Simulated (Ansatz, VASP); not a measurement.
# Cross-check of KVF3 between VASP and Ansatz

One calculation is typed for both programs; each brings its own data sets. How far apart do they land? The cell is generated by rule, not measured, and may not be a known phase. The two relaxations start from unlike cells of this crystal (the structure described is Ansatz's start), so only their ends are compared.

Calculated with Ansatz 0.2.0; plane waves, with VASP 6.6.1 beside it; relaxation of cell and atoms at LDA.

The structure was built from a prototype and need not be the compound's stable phase.

### 1. The structure

It takes space group Pm-3m (No. 221, cubic). The conventional cell has a = 4.217 Å, b = 4.217 Å, c = 4.217 Å, α = 90.00°, β = 90.00°, γ = 90.00°. Nearest to K lie 12 F at 2.98 Å. Nearest to V lie 6 F at 2.11 Å. Nearest to F lie 2 V at 2.11 Å and 4 K at 2.98 Å. Farther neighbours and most contacts between anions are not listed.

Coordinates:

```cif
data_structure
_symmetry_space_group_name_H-M 'P 1'
_symmetry_Int_Tables_number 1
_cell_length_a 4.2174
_cell_length_b 4.2174
_cell_length_c 4.2174
_cell_angle_alpha 90.000
_cell_angle_beta 90.000
_cell_angle_gamma 90.000
_cell_volume 75.01
loop_
_atom_site_label
_atom_site_type_symbol
_atom_site_fract_x
_atom_site_fract_y
_atom_site_fract_z
_atom_site_occupancy
K1 K 0.00000 0.00000 0.00000 1
V2 V 0.50000 0.50000 0.50000 1
F3 F 0.50000 0.50000 0.00000 1
F4 F 0.50000 0.00000 0.50000 1
F5 F 0.00000 0.50000 0.50000 1
```

### 2. VASP: relaxation of cell and atoms, LDA

The relaxed volume is the usual yardstick between codes: in a stiff, nearly cubic crystal its relative difference is about their pressure difference at one cell divided by the bulk modulus.

Lines of VASP's logs that name or quote its potential files are left out, and so is its time.

Contents of INCAR:

```
SYSTEM = KVF3
PREC = Accurate
ENCUT = 600
EDIFF = 1E-07
NELM = 120
ISMEAR = -1
SIGMA = 0.02
LREAL = .FALSE.
ALGO = Normal
GGA = CA
NBANDS = 27
LASPH = .TRUE.
LORBIT = 11
LWAVE = .FALSE.
LCHARG = .FALSE.
ISIF = 3
IBRION = 2
NSW = 80
EDIFFG = -0.005
GGA_COMPAT = .FALSE.
NELMIN = 4
KPAR = 2
```

Contents of POSCAR:

```
KVF3
1.0
    3.9608468044      0.0000000000      0.0000000000
    0.0000000000      3.9608468044      0.0000000000
    0.0000000000      0.0000000000      3.9608468044
K V F
1 1 3
Direct
    0.0000000000      0.0000000000      0.0000000000
    0.5000000000      0.5000000000      0.5000000000
    0.5000000000      0.5000000000      0.0000000000
    0.5000000000      0.0000000000      0.5000000000
    0.0000000000      0.5000000000      0.5000000000
```

Contents of KPOINTS:

```
Automatic mesh
0
Gamma
6 6 6
0 0 0
```

The projector-augmented-wave data sets are K_sv, V_sv and F (LDA family, release 64).

Started as:

```console
> mpirun -np 2 vasp_std
```

Numbers of over 12 decimals in the logs are rounded to 6 here.

What it wrote:

```text
[banner, memory and clock lines left out]
running    2 mpi-ranks, on    1 nodes
 distrk:  each k-point on    1 cores,    2 groups
 distr:  one band on    1 cores,    1 groups

 POSCAR found type information on POSCAR K V F
 POSCAR found :  3 types and       5 ions
 LDA part: xc-table for (Slater(with rela. corr.)+CA(PZ))
 , standard interpolation
 POSCAR, INCAR and KPOINTS ok, starting setup
 FFT: planning ... GRIDC
 FFT: planning ... GRID_SOFT
 FFT: planning ... GRID
 WAVECAR not read
 entering main loop
       N       E                     dE             d eps       ncg     rms          rms(c)
DAV:   1     0.558658145292E+03    0.55866E+03   -0.27034E+04  1080   0.186E+03
DAV:   2     0.541082666663E+01   -0.55325E+03   -0.53989E+03  1204   0.532E+02
DAV:   3    -0.316022674212E+02   -0.37013E+02   -0.36644E+02  1199   0.144E+02
DAV:   4    -0.326655809064E+02   -0.10633E+01   -0.10390E+01  1766   0.227E+01
DAV:   5    -0.326849677363E+02   -0.19387E-01   -0.19279E-01  1330   0.249E+00    0.203E+01
DAV:   6    -0.303237427612E+02    0.23612E+01   -0.13937E+01  1394   0.311E+01    0.880E+00
DAV:   7    -0.302127365464E+02    0.11101E+00   -0.11868E+00  1250   0.103E+01    0.761E+00
DAV:   8    -0.301770746097E+02    0.35662E-01   -0.14448E-01  1400   0.307E+00    0.122E+00
DAV:   9    -0.301726741224E+02    0.44005E-02   -0.24634E-02  1429   0.129E+00    0.203E-01
DAV:  10    -0.301727033250E+02   -0.29203E-04   -0.16106E-03  1427   0.359E-01    0.212E-01
DAV:  11    -0.301726634402E+02    0.39885E-04   -0.14204E-04  1420   0.106E-01    0.436E-02
DAV:  12    -0.301726667282E+02   -0.32880E-05   -0.16176E-05  1523   0.268E-02    0.644E-03
DAV:  13    -0.301726667179E+02    0.10288E-07   -0.10972E-06  1347   0.768E-03    0.308E-03
DAV:  14    -0.301726667271E+02   -0.91850E-08   -0.75776E-08   876   0.220E-03
   1 F= -.30172667E+02 E0= -.30163393E+02  d E =-.301727E+02
 curvature:   0.00 expect dE= 0.000E+00 dE for cont linesearch  0.000E+00
 trial: gam= 0.00000 g(F)=  0.000E+00 g(S)=  0.205E-04 ort = 0.000E+00 (trialstep = 0.100E+01)
 search vector abs. value=  0.205E-04
 bond charge predicted
       N       E                     dE             d eps       ncg     rms          rms(c)
DAV:   1    -0.301729561122E+02   -0.28939E-03   -0.66244E-03  1158   0.781E-01    0.145E-01
DAV:   2    -0.301726955193E+02    0.26059E-03   -0.10042E-03  1165   0.252E-01    0.359E-02
DAV:   3    -0.301726786589E+02    0.16860E-04   -0.61171E-05  1522   0.652E-02    0.125E-02
DAV:   4    -0.301726768557E+02    0.18031E-05   -0.44001E-06  1524   0.165E-02    0.851E-03
DAV:   5    -0.301726765499E+02    0.30581E-06   -0.95508E-07  1736   0.590E-03    0.464E-03
DAV:   6    -0.301726765713E+02   -0.21361E-07   -0.13556E-07   780   0.296E-03
   2 F= -.30172677E+02 E0= -.30163398E+02  d E =-.984420E-05
 trial-energy change:   -0.000010  1 .order   -0.000008   -0.000021    0.000004
 step:   0.8821(harm=  0.8437)  dis= 0.00000  next Energy=   -30.172677 (dE=-0.101E-04)
 reached required accuracy - stopping structural energy minimisation
```

OUTCAR, selected parts (step 2):

```text
ion  position               nearest neighbor table
   1  0.000  0.000  0.000-   3 2.80   4 2.80   5 2.80   4 2.80   5 2.80   3 2.80   5 2.80   5 2.80
                             3 2.80   4 2.80   4 2.80   3 2.80
   2  0.500  0.500  0.500-   3 1.98   4 1.98   5 1.98   3 1.98   4 1.98   5 1.98
   3  0.500  0.500  0.000-   2 1.98   2 1.98   1 2.80   1 2.80   1 2.80   1 2.80
   4  0.500  0.000  0.500-   2 1.98   2 1.98   1 2.80   1 2.80   1 2.80   1 2.80
   5  0.000  0.500  0.500-   2 1.98   2 1.98   1 2.80   1 2.80   1 2.80   1 2.80

  LATTYP: Found a simple cubic cell.
 ALAT       =     3.9608468044

 Subroutine GETGRP returns: Found 48 space group operations
 (whereof 48 operations were pure point group operations)

The static configuration has the point symmetry O_h .

 Found     20 irreducible k-points:

   k-points           NKPTS =     20   k-points in BZ     NKDIM =     20   number of bands    NBANDS=     27

   dimension x,y,z NGX =    32 NGY =   32 NGZ =   32
   dimension x,y,z NGXF=    64 NGYF=   64 NGZF=   64

   ENCUT  =  600.0 eV  44.10 Ry    6.64 a.u.   7.91  7.91  7.91*2*pi/ulx,y,z

   NELECT =      43.0000    total number of electrons

 k-points in reciprocal lattice and weights: Automatic mesh
   0.00000000  0.00000000  0.00000000       0.005
   0.16666667  0.00000000  0.00000000       0.028
   0.33333333  0.00000000  0.00000000       0.028
   0.50000000  0.00000000  0.00000000       0.014
   0.16666667  0.16666667  0.00000000       0.056
   0.33333333  0.16666667  0.00000000       0.111
   0.50000000  0.16666667  0.00000000       0.056
   0.33333333  0.33333333  0.00000000       0.056
   0.50000000  0.33333333  0.00000000       0.056
[...]
0.50000000  0.50000000  0.33333333       0.028
   0.50000000  0.50000000  0.50000000       0.005

 average (electrostatic) potential at core
       1 -32.7958       2 -75.2546       3 -76.8071       4 -76.8071       5 -76.8071

 E-fermi :   6.1643

 k-point     1 :       0.0000    0.0000    0.0000
  band No.  band energies     occupation
    ...
     19      -1.5395      2.00000
     20      -1.5395      2.00000
     21       5.2827      2.00000
     22       5.2827      2.00000
     23       5.2827      2.00000
     24       6.5934      0.00000
     25       6.8309      0.00000
     26       6.8309      0.00000
     27       9.0531      0.00000

 k-point     2 :       0.1667    0.0000    0.0000
  band No.  band energies     occupation
    ...
     19      -1.6022      2.00000
     20      -1.6022      2.00000
     21       5.3133      2.00000
     22       5.5169      2.00000
     23       5.5169      2.00000
     24       6.8478      0.00000
     25       6.9788      0.00000
     26       7.2963      0.00000
     27       9.2846      0.00000

 k-point     3 :       0.3333    0.0000    0.0000
  band No.  band energies     occupation
    ...
     19      -1.6988      2.00000
     20      -1.6988      2.00000
     21       5.3762      2.00000
     22       5.9900      1.99967
     23       5.9901      1.99967
     24       6.8747      0.00000
     25       7.5863      0.00000
     26       8.4093      0.00000
     27       9.7811      0.00000

  Total       -0.0049287     -0.0049287     -0.0049287      0.0000000     -0.0000000     -0.0000000
  in kB       -0.1269819     -0.1269819     -0.1269819      0.0000000     -0.0000000     -0.0000000
  external PRESSURE =      -0.1269819 kB  Pullay stress =       0.0000000 kB

  energy-cutoff  :      600.00
  volume of cell :       62.19
      direct lattice vectors                 reciprocal lattice vectors
     3.961863906 -0.000000000 -0.000000000     0.252406449  0.000000000 -0.000000000
    -0.000000000  3.961863906 -0.000000000     0.000000000  0.252406449 -0.000000000
     0.000000000  0.000000000  3.961863906     0.000000000  0.000000000  0.252406449

 POSITION                                       TOTAL-FORCE (eV/Angst)
 -----------------------------------------------------------------------------------
      0.00000      0.00000      0.00000        -0.000000     -0.000000      0.000000
      1.98093      1.98093      1.98093         0.000000      0.000000      0.000000
      1.98093      1.98093     -0.00000        -0.000000     -0.000000      0.000000
      1.98093     -0.00000      1.98093        -0.000000      0.000000      0.000000
      0.00000      1.98093      1.98093         0.000000      0.000000      0.000000
 -----------------------------------------------------------------------------------
    total drift:                                0.000000     -0.000000     -0.000000

  FREE ENERGIE OF THE ION-ELECTRON SYSTEM (eV)
  ---------------------------------------------------
  free  energy   TOTEN  =       -30.1726765713 eV

  energy  without entropy=      -30.1541190174  energy(sigma->0) =      -30.16339779

 reached required accuracy - stopping structural energy minimisation

 total charge
# of ion       s       p       d       tot
------------------------------------------
    1        1.953   5.568   0.040   7.560
    2        2.166   6.171   3.264  11.601
    3        1.718   4.367   0.000   6.085
    4        1.718   4.367   0.000   6.085
    5        1.718   4.367   0.000   6.085
--------------------------------------------------
tot          9.273  24.841   3.304  37.418

[... 3 further parts left out ...]
```

This run has no spin polarisation, so a moment on V, if there is one, isn't seen. Its electron count is odd, so without a moment it is a metal by construction. Oxides and halides of V are often magnetic insulators, and a metal at this level, without U or exact exchange, may be an artefact. The run keeps the 48 symmetry operations of its start, so it cannot find a distortion of lower symmetry.

### 3. Ansatz: relaxation of cell and atoms, LDA

Ansatz runs on its default PAW (the set named soft_2) files.

Its own start cell and the same functional (in two slightly different forms), mesh and smearing now go to Ansatz, which takes its cutoff from its data sets.

Contents of input.yaml:

```yaml
crystal:
  lattice:
    - [4.2174, 0.0, 0.0]
    - [0.0, 4.2174, 0.0]
    - [0.0, 0.0, 4.2174]
  atoms:
    - { symbol: K, position: [0.0, 0.0, 0.0] }
    - { symbol: V, position: [0.5, 0.5, 0.5] }
    - { symbol: F, position: [0.5, 0.5, 0.0] }
    - { symbol: F, position: [0.5, 0.0, 0.5] }
    - { symbol: F, position: [0.0, 0.5, 0.5] }
kpoints:
  mp_grid: { grid: [6, 6, 6] }
hamiltonian:
  xc: lda
scf:
  occupations: { method: fermi_dirac, width: 0.02 }
relax:
  f_tol: 0.01
  max_steps: 80
  cell: {}
```

Started as:

```console
> ansatz run input.yaml --threads 4 --pin off --max-ram 9216MiB --backend cpu --events-out ev --progress --plain --runs-dir out
```

What it wrote:

```text
Engine: ansatz 0.2.0, aarch64-unknown-linux-gnu
Pseudopotentials: kind: paw
Pseudopotential: K, paw, valence charge 9, recommended cutoff 420 eV (normal), K.paw.azcp
Pseudopotential: V, paw, valence charge 13, recommended cutoff 420 eV (normal), V.paw.azcp
Pseudopotential: F, paw, valence charge 7, recommended cutoff 420 eV (normal), F.paw.azcp
Functional definition: SPW92
  exchange = slater_x
  correlation = pw_c
Crystal: 5 atoms, lattice volume = 75.013 Å³
Basis set: ecut = 420 eV, 1419 PW (Γ)
Bands: 27, of which v1, the nominal top of the filled ones, is band 22 counted from 1 (21 counted from 0)
Symmetry: 48 space group operations
Space group: Pm-3m (ITA 221), of the structure as read, at distance tolerance 4.2e-5 Å
k-points: 20 of 216
Non-local potential: K, projectors of the file, l = 0: 3, l = 1: 2, l = 2: 2
Non-local potential: V, projectors of the file, l = 0: 3, l = 1: 2, l = 2: 3, l = 3: 1
Non-local potential: F, projectors of the file, l = 0: 2, l = 1: 2, l = 2: 1
PAW form: soft (Blöchl's): semilocal exchange-correlation on the pseudo side does not see the compensation charge
PAW frozen core: K, regenerated for the run's functional, and the local potential with it (the file was generated under x = pbe(κ = 0.804, μ = 0.219515), c = pbe(β = 0.066725))
PAW frozen core: V, regenerated for the run's functional, and the local potential with it (the file was generated under x = pbe(κ = 0.804, μ = 0.219515), c = pbe(β = 0.066725))
PAW frozen core: F, regenerated for the run's functional, and the local potential with it (the file was generated under x = pbe(κ = 0.804, μ = 0.219515), c = pbe(β = 0.066725))
PAW one-centre angular grid: K, 110 points (default); XC on 64 Gauss nodes
PAW one-centre angular grid: V, 590 points (default); XC on 64 Gauss nodes
PAW one-centre angular grid: F, 110 points (default); XC on 64 Gauss nodes
Initial density: superposition of atomic densities (neutral atoms: chi_scale 0, normalization atom), corrected by the library's trained network
Initial wavefunctions: pseudopotential atomic-orbital guess
Functional: x = slater, c = lda
SCF iter   1: F=—  HF=-6741.049806 eV  |F-HF|=—  |Δ(HF+E_count)|=         —  Δρ=1.99e-2  dr2=2.09e-1  ethr=1.77e-3  ⟨swp⟩=6.0  Hψ=2132  notcnv=0
preconditioner: auto → LDOS  [metal: Δε(μ)=0.035 eV  Ē_g=13.120 eV  σ=0.020 eV  W_gap=0.36  n_scr=18 (ndim 8)  ℏωp=24.6 eV  f_vac=0.079  D(μ)=18.15/eV (n_scr^D=364)  β→1.0]
SCF iter   2: F=—  HF=-6740.994637 eV  |F-HF|=—  |Δ(HF+E_count)|=   5.52e-2  Δρ=7.71e-3  dr2=2.11e-2  ethr=4.85e-4  ⟨swp⟩=2.4  Hψ=1163  notcnv=0
SCF iter   3: F=—  HF=-6740.991260 eV  |F-HF|=—  |Δ(HF+E_count)|=   3.38e-3  Δρ=3.46e-3  dr2=7.20e-3  ethr=4.90e-5  ⟨swp⟩=2.6  Hψ=1096  notcnv=0
SCF iter   4: F=—  HF=-6740.990475 eV  |F-HF|=—  |Δ(HF+E_count)|=   7.85e-4  Δρ=2.11e-3  dr2=3.30e-3  ethr=1.67e-5  ⟨swp⟩=3.0  Hψ=1078  notcnv=0
SCF iter   5: F=—  HF=-6740.990039 eV  |F-HF|=—  |Δ(HF+E_count)|=   4.36e-4  Δρ=1.28e-3  dr2=1.51e-3  ethr=7.67e-6  ⟨swp⟩=1.9  Hψ=598  notcnv=0
SCF iter   6: F=—  HF=-6740.989757 eV  |F-HF|=—  |Δ(HF+E_count)|=   2.83e-4  Δρ=7.95e-4  dr2=5.45e-4  ethr=3.52e-6  ⟨swp⟩=2.0  Hψ=637  notcnv=0
SCF iter   7: F=—  HF=-6740.989618 eV  |F-HF|=—  |Δ(HF+E_count)|=   1.39e-4  Δρ=2.56e-4  dr2=5.14e-5  ethr=1.27e-6  ⟨swp⟩=2.0  Hψ=774  notcnv=0
SCF iter   8: F=—  HF=-6740.989610 eV  |F-HF|=—  |Δ(HF+E_count)|=   7.82e-6  Δρ=2.88e-5  dr2=2.66e-7  ethr=1.20e-7  ⟨swp⟩=2.0  Hψ=928  notcnv=0
SCF iter   9: F=-6740.989610 eV  HF=-6740.989610 eV  |F-HF|=1.96e-9  |Δ(HF+E_count)|=   4.90e-7  Δρ=3.03e-6  dr2=3.23e-9  ethr=2.33e-10  ⟨swp⟩=3.9  Hψ=1538  notcnv=0
SCF 1 converged in 9 iterations: F = -6740.989610 eV  dr2 = 3.23e-9
  greatest PAW one-centre occupation: 0.999 electrons in one spin orbital (limit 2), on the V atom at site 1 (counted from 0), in its partial waves of l = 0
relax step   1: F+E_penalty+E_count = -6740.98961021 eV  Δ(F+E_penalty+E_count) = +0.000e0 eV  max|allowed force component| = 3.021e-29 eV/Å  Δτ_max = 0.0000 Å  P = -12.756 GPa  Ω = 75.013 Å³  (9 SCF iters, dr2 threshold 1.00e-7 eV, accepted)
[...]
relax step   5: F+E_penalty+E_count = -6741.63624380 eV  Δ(F+E_penalty+E_count) = -7.549e-4 eV  max|allowed force component| = 1.162e-29 eV/Å  Δτ_max = 0.0000 Å  P = -0.003 GPa  Ω = 62.414 Å³  energy of the carried Pulay correction = +6.034e-2 eV  (6 SCF iters, dr2 threshold 1.12e-7 eV, accepted)
[...]
relax step   6: F+E_penalty+E_count = -6741.61455567 eV  Δ(F+E_penalty+E_count) = +2.169e-2 eV  max|allowed force component| = 7.009e-30 eV/Å  Δτ_max = 0.0000 Å  P = -0.807 GPa  Ω = 62.414 Å³  stress off target by 8.07e-1 GPa  SCF on the basis re-selected at this cell (its energy is not comparable with the rows above)  (9 SCF iters)
[...]
relax step   7: F+E_penalty+E_count = -6741.61810816 eV  Δ(F+E_penalty+E_count) = -3.552e-3 eV  max|allowed force component| = 2.023e-29 eV/Å  Δτ_max = 0.0000 Å  P = +0.038 GPa  Ω = 61.934 Å³  energy of the carried Pulay correction = +2.394e-3 eV  (6 SCF iters, dr2 threshold 5.00e-7 eV, accepted)
[...]
relax step   8: F+E_penalty+E_count = -6741.61563447 eV  Δ(F+E_penalty+E_count) = +2.474e-3 eV  max|allowed force component| = 3.879e-29 eV/Å  Δτ_max = 0.0000 Å  P = -0.013 GPa  Ω = 61.934 Å³  stress off target by 1.26e-2 GPa  SCF on the basis re-selected at this cell (its energy is not comparable with the rows above)  (8 SCF iters)
basis re-selected at this cell: Δ(F+E_penalty+E_count) = +2.474e-3 eV, ΔP = -0.051 GPa vs the last step (what re-selecting the basis moved, of the pressure what is left beyond the Pulay correction that the steps carried, after the strain that the cell walked since its last selection, with what the two solves' SCF thresholds leave and, on support functions, any second-order correction that the steps lacked; it is no m [...]
SCF converged after 8 iterations
Free energy (F): -6741.615634 eV
Harris-Foulkes:  -6741.615634 eV  (|F-HF|=1.55e-11)
Internal energy: -6741.597082 eV  (E = F + TS)
E sigma→0 (E₀):  -6741.606358 eV
Entropy (-TS):   -0.018552 eV (-3.710 meV/atom)
Fermi energy:    11.104521 eV
--- Per-component energies (eV) ---
  E_band       = -362.631459
  E_kinetic    = 1209.386140
  E_local      = -3475.131996  (includes V_loc(G=0)·N_el)
  E_nonlocal   = 207.656963
  E_hartree    = 1380.449346
  E_xc         = -495.906242
  E_vxc        = -630.832482  (∫ρ·V_xc dr)
  E_paw        = -2370.072327  (= ΣΔE_a)
  E_vpaw       = -434.615028  (= ΣTr[D̂ρ^β])
  E_aug_tail   = 0.006370  (compensation charges beyond the density's cutoff)
  E_ewald      = -3198.928742
  E_core_change = 0.943405  (= ΣΔE_core)
  E_smearing   = -0.018552  (= −TS)
  E_closure    = 0.000000  (closes the sum)
  Σ components = -6741.615634   (vs F -6741.615634, Δ=0.00e0)
--- Forces (eV/Å), atoms counted from 1 ---
  atom   1  K      0.00000000    -0.00000000     0.00000000
  atom   2  V      0.00000000    -0.00000000     0.00000000
  atom   3  F      0.00000000    -0.00000000    -0.00000000
  atom   4  F     -0.00000000     0.00000000    -0.00000000
  atom   5  F      0.00000000    -0.00000000    -0.00000000
  max |Σ_I F_I| component: 3.83e-29 eV/Å
--- Stress (GPa, compression-positive) ---
       -0.012626      -0.000000      -0.000000
       -0.000000      -0.012626      -0.000000
       -0.000000      -0.000000      -0.012626
  P = ⅓ Tr σ = -0.0126 GPa (-0.126 kbar)
--- Relaxed structure (6 steps of the walk, 6 accepted, 2 SCFs on fresh bases) ---
  F+E_penalty+E_count = -6741.61563447 eV   max|allowed force component| = 3.879e-29 eV/Å   (the final SCF, on the basis selected at the relaxed cell)
  cell:  # Å, volume = 61.9341 Å³
    - [3.956488, 0, 0]
    - [0, 3.956488, 0]
    - [0, 0, 3.956488]
  atoms:
    - { symbol: K, position: [0, 0, 0] }
    - { symbol: V, position: [0.500000, 0.5, 0.5] }
    - { symbol: F, position: [0.500000, 0.5, 0] }
    - { symbol: F, position: [0.500000, 0, 0.5] }
    - { symbol: F, position: [0, 0.5, 0.5] }
```

Reading the cycles: dr2 is the Hartree energy of the density residual (eV), the measure of convergence; HF is the Harris–Foulkes estimate of the energy, which meets the free energy F at convergence.

### 4. Differences

Known differences besides the potentials themselves: the two LDA forms differ slightly; the cutoff is 420 eV in Ansatz and 600 eV in VASP; VASP's log shows a relativistic correction to its local exchange, Ansatz's none; Ansatz adds a Pulay correction to the stress that steers its cell, VASP none. Total energies have different zeros and are not compared.

Compared:

```csv
quantity,Ansatz,VASP,difference
volume (Å³),61.93,62.19,-0.41 %
"edge a after relaxation, in the typed setting (Å)",3.957,3.962,-0.14 %
```

### 5. Results

```json
{
  "difference in volume (relaxation of cell and atoms, LDA)": "-0.41 %"
}
```

In words: The difference in volume is -0.41 % (relaxation of cell and atoms, LDA), within the 1.2 % picked in this series as the mark of a large difference, as far as the stopping tolerances let one tell. Such differences can come from data sets, numerical settings and the points named under the comparisons, not from the functional's error against experiment.

[Lines on the potential files, build, host, timing and source positions are cut from VASP's logs without a mark.]

[Logs are printed without paths, hosts, clocks, repeated set-up lines and the standing remarks that a program may print on its own settings, such as how far it seeks lower states.]

[Hosts, paths, dates, database ids (printed as entryN), source tags and the programs' standing remarks are cut or masked in the printed files.]
